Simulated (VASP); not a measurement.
Output of a VASP run:

OSZICAR:
```
...
DAV:   9    -0.123827148166E+02   -0.81221E-04   -0.15820E-03  3032   0.417E-01    0.402E-02
DAV:  10    -0.123826698635E+02    0.44953E-04   -0.35531E-05  3568   0.459E-02    0.243E-02
DAV:  11    -0.123826706019E+02   -0.73839E-06   -0.99459E-06  2712   0.400E-02
   1 F= -.12382671E+02 E0= -.12382307E+02  d E =-.123827E+02
       N       E                     dE             d eps       ncg     rms          rms(c)
DAV:   1    -0.131004642801E+02   -0.71779E+00   -0.23637E+01  2936   0.510E+01    0.886E+00
DAV:   2    -0.124679041940E+02    0.63256E+00   -0.19214E+00  2704   0.135E+01    0.259E+00
DAV:   3    -0.123485555060E+02    0.11935E+00   -0.78217E-01  3544   0.669E+00    0.165E+00
DAV:   4    -0.123693155676E+02   -0.20760E-01   -0.65221E-02  3096   0.119E+00    0.665E-01
DAV:   5    -0.123840004017E+02   -0.14685E-01   -0.54708E-02  3648   0.134E+00    0.243E-01
DAV:   6    -0.123837455984E+02    0.25480E-03   -0.21835E-03  3544   0.383E-01    0.849E-02
DAV:   7    -0.123837861391E+02   -0.40541E-04   -0.12753E-04  3592   0.115E-01    0.425E-03
DAV:   8    -0.123837875578E+02   -0.14187E-05   -0.19812E-06  2320   0.124E-02    0.384E-03
DAV:   9    -0.123837892740E+02   -0.17162E-05   -0.11961E-06  1856   0.867E-03    0.214E-03
DAV:  10    -0.123837891502E+02    0.12375E-06   -0.16673E-07  1440   0.361E-03
   2 F= -.12383789E+02 E0= -.12383812E+02  d E =-.111855E-02
       N       E                     dE             d eps       ncg     rms          rms(c)
DAV:   1    -0.125503377482E+02   -0.16655E+00   -0.54086E+00  2744   0.249E+01    0.391E+00
DAV:   2    -0.124205803457E+02    0.12976E+00   -0.52774E-01  3000   0.683E+00    0.135E+00
DAV:   3    -0.123872601329E+02    0.33320E-01   -0.18022E-01  3560   0.333E+00    0.727E-01
DAV:   4    -0.123917512597E+02   -0.44911E-02   -0.17379E-02  3040   0.638E-01    0.308E-01
DAV:   5    -0.123952185401E+02   -0.34673E-02   -0.11126E-02  3664   0.611E-01    0.143E-01
DAV:   6    -0.123952630724E+02   -0.44532E-04   -0.49297E-04  2888   0.180E-01    0.380E-02
DAV:   7    -0.123952727580E+02   -0.96856E-05   -0.19421E-05  3768   0.433E-02    0.128E-02
DAV:   8    -0.123952732300E+02   -0.47201E-06   -0.37664E-06  2200   0.226E-02
   3 F= -.12395273E+02 E0= -.12395118E+02  d E =-.126026E-01
       N       E                     dE             d eps       ncg     rms          rms(c)
DAV:   1    -0.123976109073E+02   -0.23381E-02   -0.12591E-01  2432   0.334E+00    0.251E-01
DAV:   2    -0.123961012337E+02    0.15097E-02   -0.38358E-03  2800   0.492E-01    0.117E-01
DAV:   3    -0.123956769513E+02    0.42428E-03   -0.16705E-03  3304   0.294E-01    0.192E-02
DAV:   4    -0.123956801466E+02   -0.31953E-05   -0.25442E-05  2856   0.495E-02    0.901E-03
DAV:   5    -0.123956809099E+02   -0.76330E-06   -0.16792E-06  2152   0.109E-02
   4 F= -.12395681E+02 E0= -.12395657E+02  d E =-.407680E-03
       N       E                     dE             d eps       ncg     rms          rms(c)
DAV:   1    -0.123980721337E+02   -0.23920E-02   -0.14548E-01  2432   0.359E+00    0.270E-01
DAV:   2    -0.123963160445E+02    0.17561E-02   -0.44542E-03  2832   0.529E-01    0.126E-01
DAV:   3    -0.123958211301E+02    0.49491E-03   -0.19526E-03  3296   0.317E-01    0.207E-02
DAV:   4    -0.123958248292E+02   -0.36991E-05   -0.29859E-05  2872   0.533E-02    0.972E-03
DAV:   5    -0.123958257512E+02   -0.92198E-06   -0.19489E-06  2248   0.117E-02
   5 F= -.12395826E+02 E0= -.12395951E+02  d E =-.552521E-03
```

File OUTCAR:
```
------------------------ aborting loop because EDIFF is reached ----------------------------------------
  FORCE on cell =-STRESS in cart. coord.  units (eV):
  Direction    XX          YY          ZZ          XY          YZ          ZX
  --------------------------------------------------------------------------------------
  Total       -0.0011466     -0.0011466     -0.0045035      0.0000000      0.0000000      0.0000000
  in kB       -0.0407052     -0.0407052     -0.1598760      0.0000000      0.0000000      0.0000000
  external PRESSURE =      -0.0804288 kB  Pullay stress =       0.0000000 kB
  volume of cell :       45.13
      direct lattice vectors                 reciprocal lattice vectors
     1.592899524 -2.758982855 -0.000000000     0.313892994 -0.181226208 -0.000000000
     1.592899524  2.758982855 -0.000000000     0.313892994  0.181226208  0.000000000
     0.000000000 -0.000000000  5.134694997     0.000000000  0.000000000  0.194753535
 POSITION                                       TOTAL-FORCE (eV/Angst)
 -----------------------------------------------------------------------------------
      1.59290      0.91966      1.28367         0.000000      0.000000     -0.000000
      1.59290     -0.91966      3.85102        -0.000000     -0.000000      0.000000
 -----------------------------------------------------------------------------------
    total drift:                               -0.000000      0.001123     -0.000019
  FREE ENERGIE OF THE ION-ELECTRON SYSTEM (eV)
  ---------------------------------------------------
  free  energy   TOTEN  =       -12.3958257512 eV

  energy  without entropy=      -12.3962016210  energy(sigma->0) =      -12.39595104

 reached required accuracy - stopping structural energy minimisation
```
(Selected blocks of OUTCAR.)

**POSCAR**
```
Zr
1
    1.6150000000    -2.7972620000     0.0000000000
    1.6150000000     2.7972620000     0.0000000000
    0.0000000000     0.0000000000     5.1500000000
Zr
2
Direct
  0.3333330000   0.6666670000   0.2500000000
  0.6666670000   0.3333330000   0.7500000000
```

### Question
Reconstruct the remaining input files.

### Answer
This is not unique; one that fits is the input of the run itself, vdW-DF-cx, plane waves, VASP's PBE PAW potentials (set 64).

**KPOINTS**
```
Automatic
0
Gamma
 12 12 7
```

### INCAR
```
SYSTEM = Zr
PREC = Accurate
ENCUT = 520
EDIFF = 1E-6
NELM = 100
ALGO = Normal
LREAL = .FALSE.
LASPH = .TRUE.
ISMEAR = 1
SIGMA = 0.1
GGA = CX
LUSE_VDW = .TRUE.
AGGAC = 0.0
LMAXMIX = 4
LWAVE = .FALSE.
LCHARG = .FALSE.
IBRION = 2
ISIF = 3
NSW = 60
EDIFFG = -0.01
```

POTCAR, in this order: Zr_sv (PBE.64 set). Program: vasp_std.

Energy and stress use the plane-wave basis of the starting cell.

The compound is Zr in the hcp structure. This run relaxes it. Symmetry was kept, so distortions that lower it aren't found.
